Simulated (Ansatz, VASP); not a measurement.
**Na6Si5O13: VASP beside Ansatz**

Aim: how closely do two programs agree when they are given the same cell, functional and k mesh? Of the first pair: The structure shown is frame 107 of Ansatz's trajectory.

Main program and level: Ansatz 0.2.0; plane waves, with VASP 6.6.1 beside it; single point at revPBE.

## (1) The structure

The cell holds 96 atoms: 20 Si, 24 Na and 52 O. Its edges and angles: a = 10.750 Å, b = 10.750 Å, c = 10.750 Å, α = 90.0°, β = 90.0°, γ = 90.0°. As first built, before any earlier steps moved the atoms (in the runner's words): 96 atoms (20 Si, 24 Na, 52 O) placed at random at 2.48 g/cm^3, melted at 4000 K for 10 ps at fixed volume with the Morse and Coulomb pair potential with partial charges (Pedone, Malavasi, Menziani, Cormack and Segre, J. Phys. Chem. B 110, 11780 (2006)). Quenched from 4000 K to 300 K at 50 K/ps and fixed volume, held 10 ps at zero pressure.

## (2) Ansatz: dynamics, revPBE

Ansatz runs on its default PAW (the set named soft_2) files.

One frame of this run of dynamics is then solved in both programs, so the motion causes no difference.

input.yaml

```yaml
crystal:
  lattice:
    - [10.74979, 0.0, 0.0]
    - [0.0, 10.74979, 0.0]
    - [0.0, 0.0, 10.74979]
  atoms:
    - { symbol: Si, position: [0.50624, 0.69404, 0.26838] }
    - { symbol: Si, position: [0.66313, 0.53866, 0.62977] }
    - { symbol: Si, position: [0.73334, 0.10428, 0.61008] }
    - { symbol: Si, position: [0.66068, 0.47776, 0.14663] }
    - { symbol: Si, position: [0.06398, 0.06713, 0.85574] }
    - { symbol: Si, position: [0.48527, 0.81229, 0.01339] }
    - { symbol: Si, position: [0.45929, 0.38378, 0.49193] }
    - { symbol: Si, position: [0.0646, 0.73896, 0.48229] }
    - { symbol: Si, position: [0.80275, 0.02149, 0.33887] }
    - { symbol: Si, position: [0.03744, 0.7914, 0.92242] }
    - { symbol: Si, position: [0.8608, 0.36707, 0.50814] }
    - { symbol: Si, position: [0.30553, 0.68128, 0.83896] }
    - { symbol: Si, position: [0.96569, 0.2491, 0.26813] }
    - { symbol: Si, position: [0.59079, 0.22663, 0.28484] }
    - { symbol: Si, position: [0.65576, 0.38061, 0.87653] }
    - { symbol: Si, position: [0.84439, 0.2053, 0.01173] }
    - { symbol: Si, position: [0.39529, 0.22713, 0.86962] }
    - { symbol: Si, position: [0.19416, 0.43129, 0.89578] }
    - { symbol: Si, position: [0.29376, 0.04549, 0.04728] }
    - { symbol: Si, position: [0.43478, 0.12834, 0.61831] }
    - { symbol: Na, position: [0.62643, 0.04915, 0.90248] }
    - { symbol: Na, position: [0.20844, 0.90863, 0.677] }
    - { symbol: Na, position: [0.76134, 0.8907, 0.07198] }
    - { symbol: Na, position: [0.20472, 0.83093, 0.22734] }
    - { symbol: Na, position: [0.36532, 0.78276, 0.49732] }
    - { symbol: Na, position: [0.5464, 0.85416, 0.70583] }
    - { symbol: Na, position: [0.19151, 0.29996, 0.62379] }
    - { symbol: Na, position: [0.17689, 0.61458, 0.21806] }
    - { symbol: Na, position: [0.34198, 0.60345, 0.58239] }
    - { symbol: Na, position: [0.75508, 0.78434, 0.50062] }
[... 60 atom lines left out ...]
    - { symbol: O, position: [0.27908, 0.31275, 0.85684] }
    - { symbol: O, position: [0.52526, 0.30625, 0.85439] }
    - { symbol: O, position: [0.76481, 0.0568, 0.73832] }
    - { symbol: O, position: [0.56777, 0.73405, 0.39415] }
    - { symbol: O, position: [0.39961, 0.69776, 0.95642] }
    - { symbol: O, position: [0.56379, 0.3213, 0.41009] }
kpoints:
  mp_grid: { grid: [1, 1, 1] }
hamiltonian:
  xc: revpbe
scf:
  occupations: { method: fermi_dirac, width: 0.025 }
output:
  forces: true
md:
  timestep: 1.0
  n_steps: 320
  ensemble: nvt_nose_hoover
  temperature: 600
  initial_velocities: maxwell_boltzmann
  seed: 2952
```

Command:

```console
$ ansatz run input.yaml --threads 4 --pin off --max-ram 8192MiB --backend cpu --events-out ev --progress --plain --runs-dir out
```

Numbers of over 12 decimals in the logs are rounded to 6 here.

Output:

```text
Warning: md: disabling space-group detection — thermal motion breaks the input geometry's symmetry, so no spatial operation reduces the k-mesh or symmetrises the density; time reversal is kept, so that k and −k are solved as one point where they differ and the mesh holds both, and exact exchange and, on two spinor components, a DFT+U term hold to it where the run has them: on two components no moment then forms, and  [...]
Engine: ansatz 0.2.0, aarch64-unknown-linux-gnu
Pseudopotentials: kind: paw
Pseudopotential: Si, paw, valence charge 4, recommended cutoff 420 eV (normal), Si.paw.azcp
Pseudopotential: Na, paw, valence charge 9, recommended cutoff 420 eV (normal), Na.paw.azcp
Pseudopotential: O, paw, valence charge 6, recommended cutoff 420 eV (normal), O.paw.azcp
Functional definition: revPBE
  parameter kappa = 1.245
  parameter beta = 0.066725
  exchange = pbe_x(kappa = kappa, mu = beta*pi^2/3)
  correlation = pbe_c(beta = beta)
Crystal: 96 atoms, lattice volume = 1242.224 Å³
Basis set: ecut = 420 eV, 24207 PW (Γ), exchange–correlation on 144×144×144 points (8 copies of the dense FFT grid, shifted against one another)
Bands: 400, of which v1, the nominal top of the filled ones, is band 304 counted from 1 (303 counted from 0)
Symmetry: 1 space group operations
k-points: 1
Non-local potential: Si, projectors of the file, l = 0: 2, l = 1: 2, l = 2: 2
Non-local potential: Na, projectors of the file, l = 0: 3, l = 1: 2, l = 2: 1
Non-local potential: O, projectors of the file, l = 0: 2, l = 1: 2, l = 2: 1
PAW form: soft (Blöchl's): semilocal exchange-correlation on the pseudo side does not see the compensation charge
PAW frozen core: Si, regenerated for the run's functional, and the local potential with it (the file was generated under x = pbe(κ = 0.804, μ = 0.219515), c = pbe(β = 0.066725))
PAW frozen core: Na, regenerated for the run's functional, and the local potential with it (the file was generated under x = pbe(κ = 0.804, μ = 0.219515), c = pbe(β = 0.066725))
PAW frozen core: O, regenerated for the run's functional, and the local potential with it (the file was generated under x = pbe(κ = 0.804, μ = 0.219515), c = pbe(β = 0.066725))
PAW one-centre angular grid: Si, 110 points (default); XC on 64 Gauss nodes
PAW one-centre angular grid: Na, 110 points (default); XC on 64 Gauss nodes
PAW one-centre angular grid: O, 110 points (default); XC on 64 Gauss nodes
Initial density: superposition of atomic densities (neutral atoms: chi_scale 0, normalization atom), corrected by the library's trained network
Initial wavefunctions: pseudopotential atomic-orbital guess
Functional: x = revpbe(κ = 1.245, μ = 0.219515), c = pbe(β = 0.066725)
SCF iter   1: F=—  HF=-78140.949537 eV  |F-HF|=—  |Δ(HF+E_count)|=         —  Δρ=4.31e-3  dr2=2.53e-1  ethr=1.77e-3  ⟨swp⟩=5.0  Hψ=1513  notcnv=0  defer=85
preconditioner: auto → Resta (q_TF=auto, 2.422 Å⁻¹)  ε∞=2.6  [insulator: Δε(μ)=3.230 eV  Ē_g=19.702 eV  σ=0.025 eV  W_gap=1.00  n_scr=304 (ndim 8)  ℏωp=24.9 eV  f_vac=0.126  D(μ)=0.00/eV (n_scr^D=0)  ε∞_Penn≈2.6]
SCF iter   2: F=—  HF=-78140.903331 eV  |F-HF|=—  |Δ(HF+E_count)|=   4.62e-2  Δρ=2.05e-3  dr2=3.71e-2  ethr=4.16e-5  ⟨swp⟩=2.0  Hψ=736  notcnv=0  defer=89
SCF iter   3: F=—  HF=-78140.905980 eV  |F-HF|=—  |Δ(HF+E_count)|=   2.65e-3  Δρ=8.37e-4  dr2=1.14e-2  ethr=6.10e-6  ⟨swp⟩=2.0  Hψ=483  notcnv=0  defer=89
SCF iter   4: F=—  HF=-78140.908723 eV  |F-HF|=—  |Δ(HF+E_count)|=   2.74e-3  Δρ=2.94e-4  dr2=9.31e-4  ethr=1.88e-6  ⟨swp⟩=2.0  Hψ=597  notcnv=0  defer=89
SCF iter   5: F=—  HF=-78140.908990 eV  |F-HF|=—  |Δ(HF+E_count)|=   2.67e-4  Δρ=1.24e-4  dr2=1.72e-4  ethr=1.53e-7  ⟨swp⟩=2.0  Hψ=512  notcnv=0  defer=89
SCF iter   6: F=—  HF=-78140.909081 eV  |F-HF|=—  |Δ(HF+E_count)|=   9.08e-5  Δρ=4.62e-5  dr2=2.54e-5  ethr=2.83e-8  ⟨swp⟩=2.0  Hψ=512  notcnv=0  defer=89
SCF iter   7: F=—  HF=-78140.910233 eV  |F-HF|=—  |Δ(HF+E_count)|=   1.15e-3  Δρ=1.84e-5  dr2=3.30e-6  ethr=4.17e-9  ⟨swp⟩=2.0  Hψ=615  notcnv=0  defer=89
SCF iter   8: F=—  HF=-78140.910238 eV  |F-HF|=—  |Δ(HF+E_count)|=   5.47e-6  Δρ=9.17e-6  dr2=8.97e-7  ethr=5.43e-10  ⟨swp⟩=2.0  Hψ=595  notcnv=0  defer=89
SCF iter   9: F=-78140.910240 eV  HF=-78140.910239 eV  |F-HF|=6.98e-8  |Δ(HF+E_count)|=   1.22e-6  Δρ=2.68e-6  dr2=8.39e-8  ethr=1.58e-11  ⟨swp⟩=3.0  Hψ=1294  notcnv=0
SCF 1 converged in 9 iterations: F = -78140.910240 eV  dr2 = 8.39e-8
[...]
md step   316: t =   316.00 fs  T =   551.4 K  F+E_penalty+E_count = -78144.08525394 eV  E_kin = 6.771192 eV  conserved = -78133.55535512 eV  (4 SCF iters)
[...]
md step   317: t =   317.00 fs  T =   554.0 K  F+E_penalty+E_count = -78144.12557088 eV  E_kin = 6.803474 eV  conserved = -78133.55561961 eV  (4 SCF iters)
[...]
md step   318: t =   318.00 fs  T =   558.6 K  F+E_penalty+E_count = -78144.19014221 eV  E_kin = 6.859921 eV  conserved = -78133.55603528 eV  (3 SCF iters)
[...]
md step   319: t =   319.00 fs  T =   564.6 K  F+E_penalty+E_count = -78144.27112237 eV  E_kin = 6.932719 eV  conserved = -78133.55654166 eV  (4 SCF iters)
[...]
md step   320: t =   320.00 fs  T =   571.1 K  F+E_penalty+E_count = -78144.35936681 eV  E_kin = 7.012780 eV  conserved = -78133.55705446 eV  (8 SCF iters)
SCF converged after 8 iterations
Free energy (F): -78144.359367 eV
Harris-Foulkes:  -78144.359367 eV  (|F-HF|=4.94e-8)
Internal energy: -78144.359367 eV  (E = F + TS)
E sigma→0 (E₀):  -78144.359367 eV
Fermi energy:    6.294074 eV
--- Per-component energies (eV) ---
  E_band       = -5970.203924
  E_kinetic    = 13102.359747
  E_local      = -52859.841452  (includes V_loc(G=0)·N_el)
  E_nonlocal   = 5701.012136
  E_hartree    = 19041.644277
  E_xc         = -5974.851645
  E_vxc        = -7139.794193  (∫ρ·V_xc dr)
  E_paw        = -24954.330082  (= ΣΔE_a)
  E_vpaw       = -2857.359141  (= ΣTr[D̂ρ^β])
  E_aug_tail   = 0.129386  (compensation charges beyond the density's cutoff)
  E_ewald      = -32198.864931
  E_core_change = -1.616803  (= ΣΔE_core)
  E_smearing   = -0.000000  (= −TS)
  E_closure    = -0.000000  (closes the sum)
  Σ components = -78144.359367   (vs F -78144.359367, Δ=0.00e0)
--- Forces (eV/Å), atoms counted from 1 ---
  atom   1  Si    -4.03552298    -3.46685288     1.46822960
  atom   2  Si     1.73421663    -1.90350013    -0.57119035
  atom   3  Si    -0.77458890    -3.98227229     0.58353734
  atom   4  Si     0.69954323     1.62169631     1.04297604
  atom   5  Si     0.88591736    -0.63715054    -1.43499463
  atom   6  Si     0.21405781    -1.38054647    -1.59822626
  atom   7  Si     0.80207023     0.35748348    -1.68464689
  atom   8  Si     3.57486765     0.46406420    -2.06654682
  atom   9  Si    -1.20227825    -0.86428728    -3.81340027
  atom  10  Si     0.49453073    -0.65772953    -0.44890598
  atom  11  Si    -1.25055086     2.74898748     1.39709494
  atom  12  Si    -1.66166133     0.20388231    -1.05286585
  atom  13  Si    -0.30686427    -1.92545861    -0.66575146
  atom  14  Si     0.32360251    -2.04118223     1.81970107
  atom  15  Si     1.88620462    -0.09059058     0.83688600
  atom  16  Si    -2.84986201     0.73541628     1.68705389
  atom  17  Si     0.48114035     0.57220685    -1.99419971
  atom  18  Si    -1.12907685     2.20568173    -0.40593309
  atom  19  Si    -1.61461526    -1.39140937     2.68301075
  atom  20  Si    -0.72066037     0.18967412    -0.92275157
  atom  21  Na     0.53458083    -0.18850793     0.31037683
  atom  22  Na     0.42782911    -0.17305059    -0.20185374
  atom  23  Na     0.09169294     0.52659699     0.28715092
  atom  24  Na     0.16447859    -0.67760900     0.56675649
[...]
atom  89  O     -0.42991569    -1.36399802     0.98113882
  atom  90  O      1.01340338     0.34203097    -0.49809206
  atom  91  O      1.30987574    -1.54206593     0.76807207
  atom  92  O      0.08703205    -0.38918932    -0.65239928
  atom  93  O      0.70206371     1.71143306    -1.25226303
  atom  94  O      1.48864091     0.83818905     1.35595819
  atom  95  O      0.20698667     0.18706700     0.82691205
  atom  96  O     -0.74791570     0.55186170     0.25224761
  max |Σ_I F_I| component: 2.15e-4 eV/Å
--- MD trajectory: 320 steps, t = 0.0 → 320.0 fs ---
  final state: T = 571.1 K   F+E_penalty+E_count = -78144.35936681 eV   E_kin = 7.012780 eV
  conserved energy: peak-to-peak 1.996e-2 eV (2.079e-4 eV/atom) over 320.0 fs
```

## (3) VASP: single point, revPBE, pair 1

The same cell, functional, mesh and smearing now go to VASP, with its own data sets.

Lines of VASP's logs that name or quote its potential files are left out, and so is its time.

INCAR

```
SYSTEM = Na6Si5O13
PREC = Accurate
ENCUT = 520
EDIFF = 1E-06
NELM = 120
ISMEAR = -1
SIGMA = 0.025
LREAL = Auto
ALGO = Normal
GGA = RE
NBANDS = 352
LORBIT = 11
LWAVE = .FALSE.
LCHARG = .FALSE.
ISIF = 2
LASPH = .TRUE.
GGA_COMPAT = .FALSE.
EFERMI = MIDGAP
NCORE = 2
```

POSCAR

```
Na6Si5O13
1.0
   10.7497900000      0.0000000000      0.0000000000
    0.0000000000     10.7497900000      0.0000000000
    0.0000000000      0.0000000000     10.7497900000
Si Na O
20 24 52
Direct
    0.5204845862      0.6940507675      0.2667307920
    0.6638269213      0.5231730108      0.6569337634
    0.7242374037      0.1002345162      0.6144864225
    0.6557523449      0.4752371907      0.1398724998
    0.0483730380      0.0477404675      0.8570772080
    0.5074796810      0.8157833781      0.0146700540
    0.4737115795      0.3761933954      0.4996934824
    0.0702339302      0.7367678810      0.4554972702
    0.7828152922      0.0404845118      0.3259598560
    0.0483544330      0.7733639448      0.9527255881
    0.8596167925      0.3674769461      0.5327452908
    0.3197643861      0.6965810495      0.8349651482
    0.9459161528      0.2809357206      0.2867404852
    0.5769787131      0.2464420235      0.2923778046
    0.6389148067      0.3605279731      0.8984919705
    0.8526585171      0.1927944639      0.0293959231
    0.3891703931      0.2034272297      0.8613656639
    0.2168972603      0.4414225766      0.8898406387
    0.2864428049      0.0264005157      0.0398891513
    0.4212454383      0.1105975093      0.6056025280
    0.6192027937      0.0696757797      0.9107340702
    0.1991387739      0.8994222213      0.6896227740
    0.7555589458      0.8680076541      0.0723176918
    0.2243764762      0.8501375376      0.2420605426
    0.3312901926      0.8026668428      0.4720929432
    0.5718437290      0.8328255715      0.7111301709
    0.1315746633      0.2733076646      0.7001997248
    0.1653985799      0.6244308028      0.1532402028
    0.3511975583      0.5964953734      0.6014908198
    0.7670754498      0.8075599616      0.4837768924
[... 60 atom lines left out ...]
    0.2921266369      0.3159317531      0.8375326402
    0.5402803218      0.2598004240      0.8644727013
    0.7723778790      0.0339634542      0.7456703805
    0.6057048556      0.7275211888      0.3792074078
    0.4087335660      0.7082091836      0.9609490046
    0.5892115102      0.3169829364      0.4278037059
```

KPOINTS

```
Automatic mesh
0
Gamma
1 1 1
0 0 0
```

The projector-augmented-wave data sets are Si, Na_pv and O (PBE family, release 64).

Command:

```console
$ mpirun -np 8 vasp_gam
```

Output:

```text
[banner, memory and clock lines left out]
running    8 mpi-ranks, on    1 nodes
[...]
|                                                                             |
|               ----> ADVICE to this user running VASP <----                  |
|                                                                             |
|     You enforced a specific xc type in the INCAR file but a different       |
|     [... a line on the potential file left out ...]
|     I HOPE YOU KNOW WHAT YOU ARE DOING!                                     |
|                                                                             |

 LDA part: xc-table for (Slater+PW92), standard interpolation
 POSCAR, INCAR and KPOINTS ok, starting setup
[...]
entering main loop
       N       E                     dE             d eps       ncg     rms          rms(c)
DAV:   1     0.942269950698E+04    0.94227E+04   -0.28380E+05   704   0.194E+03
DAV:   2     0.114576363366E+04   -0.82769E+04   -0.78618E+04   760   0.556E+02
DAV:   3    -0.533837400539E+03   -0.16796E+04   -0.16012E+04   744   0.249E+02
DAV:   4    -0.681624072144E+03   -0.14779E+03   -0.14548E+03   872   0.770E+01
[...]
DAV:  19    -0.592456360270E+03   -0.84363E-05   -0.22071E-05   768   0.158E-02    0.582E-03
DAV:  20    -0.592456362247E+03   -0.19764E-05   -0.46824E-06   760   0.561E-03    0.418E-03
DAV:  21    -0.592456362708E+03   -0.46148E-06   -0.98497E-07   536   0.314E-03
   1 F= -.59245636E+03 E0= -.59245636E+03  d E =-.676539E-21
```

From OUTCAR (step 3):

```text
  Total       15.2123168     29.6419494     35.1490679     -4.8092500     -3.7271781      2.4590153
  in kB       19.6203163     38.2311537     45.3340432     -6.2028031     -4.8071845      3.1715522
  external PRESSURE =      34.3951711 kB  Pullay stress =       0.0000000 kB

 POSITION                                       TOTAL-FORCE (eV/Angst)
 -----------------------------------------------------------------------------------
      5.59510      7.46090      2.86730         1.295304      1.054297     -0.278537
      7.13600      5.62400      7.06190         0.299782      1.982828      3.363191
      7.78540      1.07750      6.60560         0.121040     -0.955407      0.394942
      7.04920      5.10870      1.50360         2.784154     -0.233040     -0.741057
      0.52000      0.51320      9.21340         0.729842     -2.047316      0.946214
      5.45530      8.76950      0.15770        -0.486373      0.085451     -0.272114
      5.09230      4.04400      5.37160        -4.345280      0.893800      0.909397
      0.75500      7.92010      4.89650        -2.025694      0.713898     -1.524184
      8.41510      0.43520      3.50400         1.553270      0.046934      1.171055
      0.51980      8.31350     10.24160        -0.994719      2.919492      0.540221
[...]
9.00750      8.82790      8.05730         0.298993      0.233119      0.091684
      9.73790      3.40590      8.33580         0.081063     -0.123361      0.286284
      7.90340      6.95950      9.75380        -0.536887     -0.427560      0.268751
[...]
-----------------------------------------------------------------------------------
    total drift:                                0.022544      0.014218     -0.004791

  FREE ENERGIE OF THE ION-ELECTRON SYSTEM (eV)
  ---------------------------------------------------
  free  energy   TOTEN  =      -592.4563627080 eV

  energy  without entropy=     -592.4563627080  energy(sigma->0) =     -592.45636271

[... 3 further parts left out ...]
[key lines of the parts left out:]
E-fermi :   4.1816
```

The run ends at a pressure of 3.44 GPa, with forces up to 4.9 eV/Å.

## (4) Side by side

Known differences besides the potentials themselves: the data sets hold 608 valence electrons in Ansatz (on its default PAW (the set named soft_2) files) and 560 in VASP; the cutoff is 420 eV in Ansatz and 520 eV in VASP (PREC = Accurate, projectors in real space); Ansatz makes its cores anew for this functional, VASP keeps those of its PBE data sets. Total energies have different zeros and are not compared.

Forces on 9 of the 96 atoms, those with the largest forces and the largest differences (eV/Å; atoms numbered as in POSCAR):

```
atom          Ansatz x, y, z            VASP x, y, z
 Si2     0.270, 1.996, 3.333     0.300, 1.983, 3.363
 Si7    -4.345, 0.901, 0.828    -4.345, 0.894, 0.909
Si13     3.858, 0.063, 2.499     3.866, 0.086, 2.482
Si15     1.931, 2.972, 1.851     1.969, 2.963, 1.859
Si16   0.274, -2.258, -1.086   0.328, -2.166, -1.114
Si18     0.546, 0.470, 1.825     0.615, 0.452, 1.759
Si19   1.835, -0.389, -3.188   1.918, -0.400, -3.233
 O54    3.371, -0.872, 0.465    3.338, -0.876, 0.462
 O66  -0.730, -2.897, -3.782  -0.735, -2.922, -3.806
```

The forces differ by 25 meV/Å r.m.s., which is 2.2 % of the r.m.s. force of 1.140 eV/Å (both taken over all components).

## (5) Ansatz: dynamics, revPBE

One frame of this run of dynamics is then solved in both programs, so the motion causes no difference.

The structure compared here is frame 214 of Ansatz's trajectory.

input.yaml is that of step 2.

Command:

```console
$ ansatz run input.yaml --threads 4 --pin off --max-ram 8192MiB --backend cpu --events-out ev --progress --plain --runs-dir out
```

Output:

```text
[...]
Crystal: 96 atoms, lattice volume = 1242.224 Å³
Basis set: ecut = 420 eV, 24207 PW (Γ), exchange–correlation on 144×144×144 points (8 copies of the dense FFT grid, shifted against one another)
Bands: 400, of which v1, the nominal top of the filled ones, is band 304 counted from 1 (303 counted from 0)
Symmetry: 1 space group operations
k-points: 1
[...]
atom   8  Si     3.57486765     0.46406420    -2.06654682
[...]
atom  93  O      0.70206371     1.71143306    -1.25226303
  atom  94  O      1.48864091     0.83818905     1.35595819
  atom  95  O      0.20698667     0.18706700     0.82691205
  atom  96  O     -0.74791570     0.55186170     0.25224761
  max |Σ_I F_I| component: 2.15e-4 eV/Å
--- MD trajectory: 320 steps, t = 0.0 → 320.0 fs ---
[...]
conserved energy: peak-to-peak 1.996e-2 eV (2.079e-4 eV/atom) over 320.0 fs
[key lines of the parts left out:]
SCF converged after 8 iterations
Free energy (F): -78144.359367 eV
Fermi energy:    6.294074 eV
```

(Part 1 of 2 ends here.)

[Lines on the potential files, build, host, timing and source positions are cut from VASP's logs without a mark.]

[Logs are printed without paths, hosts, clocks, repeated set-up lines and the standing remarks that a program may print on its own settings, such as how far it seeks lower states.]

[Hosts, paths, dates, database ids (printed as entryN), source tags and the programs' standing remarks are cut or masked in the printed files.]
